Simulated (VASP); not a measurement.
# Vibrations of GaSb: a test of the settings, part 2 of 2

Aim: test the modes of GaSb against the numerical settings. The starting structure is a cell with measured lattice constants from the literature and the atomic positions of a computed structure of the Materials Project.

VASP 6.6.1.

Results so far: reference T2 226.8 cm⁻¹; a 5×5×5 mesh T2 225.0 cm⁻¹.

### Step 4. Modes with a cutoff of 280 eV

Level of this step: LDA; plane waves and PAW (Sb, Ga_d) (VASP).

Against step 2 the input has ENCUT = 280.

INCAR reads:

```
SYSTEM = GaSb
PREC = Accurate
ENCUT = 280
EDIFF = 1E-08
NELM = 100
ISMEAR = 0
SIGMA = 0.03
LREAL = .FALSE.
ALGO = Normal
GGA = CA
NBANDS = 15
LORBIT = 11
LWAVE = .FALSE.
LCHARG = .FALSE.
KPAR = 4
IBRION = 8
LEPSILON = .TRUE.
LPEAD = .TRUE.
ISIF = 2
```

POSCAR reads:

```
GaSb
1.0
    0.0000000000      3.0266897503      3.0266897503
    3.0266897503      0.0000000000      3.0266897503
    3.0266897503      3.0266897503      0.0000000000
Sb Ga
1 1
Direct
    0.2500000000      0.2500000000      0.2500000000
    0.0000000000      0.0000000000      0.0000000000
```

KPOINTS reads:

```
Automatic mesh
0
Gamma
10 10 10
0 0 0
```

Potentials, in the order of the species: Sb and Ga_d (LDA family, release 64).

The run is started by

```
mpirun -np 4 vasp_std
```

The program printed:

```text
[... set-up lines as in an earlier step ...]
 entering main loop
       N       E                     dE             d eps       ncg     rms          rms(c)
DAV:   1     0.638151238706E+02    0.63815E+02   -0.65849E+03  1426   0.107E+03
DAV:   2    -0.412570824830E+01   -0.67941E+02   -0.65768E+02  1627   0.231E+02
DAV:   3    -0.872785771262E+01   -0.46021E+01   -0.45956E+01  1606   0.559E+01
DAV:   4    -0.879678878211E+01   -0.68931E-01   -0.68922E-01  1809   0.762E+00
[...]
DAV:  12    -0.867022685891E+01    0.47195E-07   -0.24943E-07  1809   0.336E-03    0.111E-03
DAV:  13    -0.867022687008E+01   -0.11165E-07   -0.19824E-08  1632   0.139E-03    0.652E-04
DAV:  14    -0.867022686873E+01    0.13497E-08   -0.52167E-10  1125   0.226E-04
   1 F= -.86702269E+01 E0= -.86702253E+01  d E =-.306494E-05
 Linear response reoptimize wavefunctions to high precision
DAV:   1    -0.867022686839E+01    0.34197E-09   -0.29485E-10  1272   0.153E-04
DAV:   2    -0.867022686840E+01   -0.90949E-11   -0.51456E-11   922   0.645E-05
 Linear response to external field (no local field effect), progress :
[...]
RMM:  14    -0.263670964262E-01    0.44998E-07   -0.64843E-10  4237   0.558E-06    0.990E-08
 first order change of Fermi-energy   0.21497E-03
 force on displaced ion       1 direction 1 :  -8.419  -0.000  -0.000
 Born effective charge ion    1 direction 1 :   5.805   0.000   0.000
 Linear response progress:
  Degree of freedom:   2/  2
       N       E                     dE             d eps       ncg     rms          rms(c)
RMM:   1    -0.168459266648E+00   -0.16846E+00    0.74377E-02  6381   0.820E+00
RMM:   2    -0.166757012539E+00    0.17023E-02   -0.27097E-02  9529   0.127E+00    0.404E-02
RMM:   3    -0.166779715935E+00   -0.22703E-04   -0.29823E-03  9736   0.390E-01    0.264E-02
RMM:   4    -0.166799470252E+00   -0.19754E-04   -0.21282E-03 10688   0.181E-01    0.134E-02
[...]
RMM:  17    -0.166742797410E+00   -0.35737E-07    0.11874E-08  8963   0.214E-05    0.114E-07
RMM:  18    -0.166742786005E+00    0.11405E-07    0.50848E-09  6750   0.179E-05    0.214E-07
RMM:  19    -0.166742783438E+00    0.25670E-08    0.47682E-09  6072   0.162E-05    0.124E-07
 first order change of Fermi-energy   0.53356E-04
 force on displaced ion       2 direction 1 :  -8.511  -0.000  -0.000
 Born effective charge ion    2 direction 1 :   4.620   0.000   0.000
 Born effective charges drift removed
 Linear response finished
```

The job ended after 37 s (4 MPI ranks of AMD EPYC 9R45, shared host; peak memory 1.1 GiB; 2.4 min of CPU time).

OUTCAR, selected parts (step 4):

```text
  Total       -0.1259306     -0.1259306     -0.1259306     -0.0000000      0.0000000      0.0000000
  in kB       -3.6383810     -3.6383810     -3.6383810     -0.0000000      0.0000000      0.0000000
  external PRESSURE =      -3.6383810 kB  Pullay stress =       0.0000000 kB

 POSITION                                       TOTAL-FORCE (eV/Angst)
 -----------------------------------------------------------------------------------
      1.51334      1.51334      1.51334        -0.000000     -0.000000     -0.000000
      0.00000      0.00000      0.00000         0.000000      0.000000      0.000000
 -----------------------------------------------------------------------------------
    total drift:                               -0.000002     -0.000002     -0.000003

 MACROSCOPIC STATIC DIELECTRIC TENSOR IONIC CONTRIBUTION
 ------------------------------------------------------
           0.135313     0.000000     0.000000
           0.000000     0.135313     0.000000
           0.000000     0.000000     0.135313
 ------------------------------------------------------

[... 2 parts as in an earlier step ...]

[... 1 further part left out ...]
```

The dielectric tensor of 1.00 in OUTCAR stands for a response that wasn't computed and is no result.

With a cutoff of 280 eV the mode is T2 228.0 cm⁻¹, +1.2 cm⁻¹ from the reference.

### Step 5. Modes with a 12×12×12 mesh

Against step 2 the input has a 12×12×12 mesh.

Edit INCAR of step 4 so:

```diff
@@ -2,3 +2,3 @@
 PREC = Accurate
-ENCUT = 280
+ENCUT = 450
 EDIFF = 1E-08
```

POSCAR is that of step 4.

KPOINTS reads:

```
Automatic mesh
0
Gamma
12 12 12
0 0 0
```

The run is started by

```
mpirun -np 4 vasp_std
```

The program printed:

```text
[... set-up lines as in an earlier step ...]
 entering main loop
       N       E                     dE             d eps       ncg     rms          rms(c)
DAV:   1     0.766841167310E+02    0.76684E+02   -0.81266E+03  2200   0.137E+03
DAV:   2    -0.283341637054E+01   -0.79518E+02   -0.76798E+02  2440   0.285E+02
DAV:   3    -0.869658701036E+01   -0.58632E+01   -0.58492E+01  2636   0.654E+01
DAV:   4    -0.879912604535E+01   -0.10254E+00   -0.10252E+00  2623   0.980E+00
[...]
DAV:  11    -0.867356084882E+01   -0.21950E-05   -0.43997E-06  2519   0.194E-02    0.519E-03
DAV:  12    -0.867356081738E+01    0.31435E-07   -0.22657E-07  2727   0.350E-03    0.113E-03
DAV:  13    -0.867356082721E+01   -0.98253E-08   -0.20895E-08  2615   0.131E-03
   1 F= -.86735608E+01 E0= -.86735600E+01  d E =-.167791E-05
 Linear response reoptimize wavefunctions to high precision
DAV:   1    -0.867356082728E+01   -0.77762E-10   -0.79359E-10  2235   0.383E-04
 Linear response to external field (no local field effect), progress :
  Direction:   1
[...]
RMM:   9    -0.264688477492E-01   -0.50930E-08    0.29800E-09 17632   0.196E-04    0.305E-05
 first order change of Fermi-energy   0.17335E-03
 force on displaced ion       1 direction 1 :  -8.417   0.000   0.000
 Born effective charge ion    1 direction 1 :   5.805   0.000   0.000
 Linear response progress:
  Degree of freedom:   2/  2
       N       E                     dE             d eps       ncg     rms          rms(c)
RMM:   1    -0.168293196469E+00   -0.16829E+00    0.94853E-02 10438   0.849E+00
RMM:   2    -0.166702272150E+00    0.15909E-02   -0.26624E-02 15631   0.135E+00    0.401E-02
RMM:   3    -0.166892340323E+00   -0.19007E-03   -0.33303E-03 16151   0.432E-01    0.265E-02
RMM:   4    -0.166888871752E+00    0.34686E-05   -0.20552E-03 17696   0.208E-01    0.140E-02
[...]
RMM:  14    -0.166862445002E+00    0.17529E-07    0.50146E-08 17639   0.818E-05    0.144E-06
RMM:  15    -0.166862487897E+00   -0.42895E-07    0.20556E-09 17139   0.525E-05    0.435E-07
RMM:  16    -0.166862480427E+00    0.74699E-08   -0.19646E-09 16335   0.376E-05    0.911E-07
 first order change of Fermi-energy   0.35764E-04
 force on displaced ion       2 direction 1 :  -8.370   0.000   0.000
 Born effective charge ion    2 direction 1 :   4.619   0.000   0.000
 Born effective charges drift removed
 Linear response finished
```

Elapsed: 99 s, on 4 MPI ranks; peak memory 2.6 GiB; 6.6 min of CPU time.

Parts of OUTCAR (step 5):

```text
  Total        0.0040619      0.0040619      0.0040619     -0.0000000      0.0000000      0.0000000
  in kB        0.1173568      0.1173568      0.1173568     -0.0000000      0.0000000      0.0000000
  external PRESSURE =       0.1173568 kB  Pullay stress =       0.0000000 kB

 MACROSCOPIC STATIC DIELECTRIC TENSOR IONIC CONTRIBUTION
 ------------------------------------------------------
           0.136629    -0.000000    -0.000000
          -0.000000     0.136629    -0.000000
          -0.000000    -0.000000     0.136629
 ------------------------------------------------------

[... 3 parts as in an earlier step ...]

[... 1 further part left out ...]
```

The dielectric tensor of 1.00 in OUTCAR stands for a response that wasn't computed and is no result.

With a 12×12×12 mesh the mode is T2 226.8 cm⁻¹, as with the reference.

### Step 6. Modes with finite displacements

Against step 2 the input has IBRION = 6, NFREE = 2, POTIM = 0.015, no LEPSILON and no LPEAD (also changed: NSW).

Edit INCAR of step 5 so:

```diff
@@ -15,5 +15,6 @@
 KPAR = 4
-IBRION = 8
-LEPSILON = .TRUE.
-LPEAD = .TRUE.
+IBRION = 6
+NFREE = 2
+POTIM = 0.015
+NSW = 1
 ISIF = 2
```

POSCAR is that of step 5.

KPOINTS reads:

```
Automatic mesh
0
Gamma
10 10 10
0 0 0
```

The run is started by

```
mpirun -np 4 vasp_std
```

The program printed:

```text
[... set-up lines as in an earlier step ...]
 entering main loop
       N       E                     dE             d eps       ncg     rms          rms(c)
[... 13 cycles as in an earlier step ...]
   1 F= -.86719496E+01 E0= -.86719481E+01  d E =-.295927E-05
[...]
2 F= -.86710040E+01 E0= -.86709972E+01  d E =-.135851E-04
[...]
3 F= -.86710040E+01 E0= -.86709972E+01  d E =-.135800E-04
[...]
4 F= -.86710109E+01 E0= -.86710041E+01  d E =-.135817E-04
[...]
5 F= -.86710109E+01 E0= -.86710041E+01  d E =-.135739E-04
 Finite differences progress:
  Degree of freedom:   2/  2
  Displacement:        2/  2
  Total:               4/  4
```

Elapsed: 40 s, on 4 MPI ranks; peak memory 1.1 GiB.

OUTCAR, selected parts (step 6):

```text
  Total        0.0022957      0.0041867      0.0041867      0.0000000     -0.1129724      0.0000000
  in kB        0.0663273      0.1209616      0.1209616      0.0000000     -3.2639917      0.0000000
  external PRESSURE =       0.1027502 kB  Pullay stress =       0.0000000 kB

 POSITION                                       TOTAL-FORCE (eV/Angst)
 -----------------------------------------------------------------------------------
      1.51334      1.51334      1.51334        -0.125605      0.000000      0.000000
     -0.01500      0.00000      0.00000         0.125605      0.000000      0.000000
 -----------------------------------------------------------------------------------
    total drift:                               -0.000782     -0.000000     -0.000000

  FREE ENERGIE OF THE ION-ELECTRON SYSTEM (eV)
  ---------------------------------------------------
  free  energy   TOTEN  =        -8.6710109074 eV

  energy  without entropy=       -8.6709973335  energy(sigma->0) =       -8.67100412

[... 2 parts as in an earlier step ...]

[... 1 further part left out ...]
[key lines of the parts left out:]
E-fermi :   5.0874
```

The last energy, forces and stress in OUTCAR belong to the last displaced cell, not to that of POSCAR.

With finite displacements the mode is T2 226.8 cm⁻¹, as with the reference.

### Step 7. All runs side by side

```csv
run,T2,method,core minutes
reference,226.8,perturbation theory,4.13
a 5×5×5 mesh,225.0,perturbation theory,1.04
a cutoff of 280 eV,228.0,perturbation theory,2.47
a 12×12×12 mesh,226.8,perturbation theory,6.6
finite displacements,226.8,finite displacements,2.67
```

Modes are in cm⁻¹, degenerate ones as one, matched between runs by symmetry and order. A number in brackets counts the listed modes of one symmetry from the lowest. The symmetry labels come from an automatic analysis and can be wrong where levels nearly coincide. Core minutes are wall time times ranks of the run shown, on a shared host.

### Step 8. Summary of results

| Quantity | Value |
| --- | --- |
| T2, reference | 226.8 cm⁻¹ |
| T2, a 5×5×5 mesh | 225.0 cm⁻¹ |
| T2, a cutoff of 280 eV | 228.0 cm⁻¹ |
| T2, a 12×12×12 mesh | 226.8 cm⁻¹ |
| T2, finite displacements | 226.8 cm⁻¹ |

What this shows: The largest change comes with a 5×5×5 mesh: -1.8 cm⁻¹ in T2. On finer settings the modes change by less than 0.1 cm⁻¹ with a 12×12×12 mesh. Other changes move the modes by more: -1.8 cm⁻¹ in T2 with a 5×5×5 mesh and +1.2 cm⁻¹ in T2 with a cutoff of 280 eV. The dielectric constants and Born charges in the logs aren't compared here; at a small gap they can be far off, and in a run without a gap they mean nothing. The frequencies are harmonic, and the splitting of polar modes by their long-range field is left out. Further runs on this material are not shown.

[Lines on the potential files, build, host, timing and source positions are cut from VASP's logs without a mark.]

[Logs are printed without paths, hosts, clocks, repeated set-up lines and the standing remarks that a program may print on its own settings, such as how far it seeks lower states.]

[Hosts, paths, dates, database ids (printed as entryN), source tags and the programs' standing remarks are cut or masked in the printed files.]
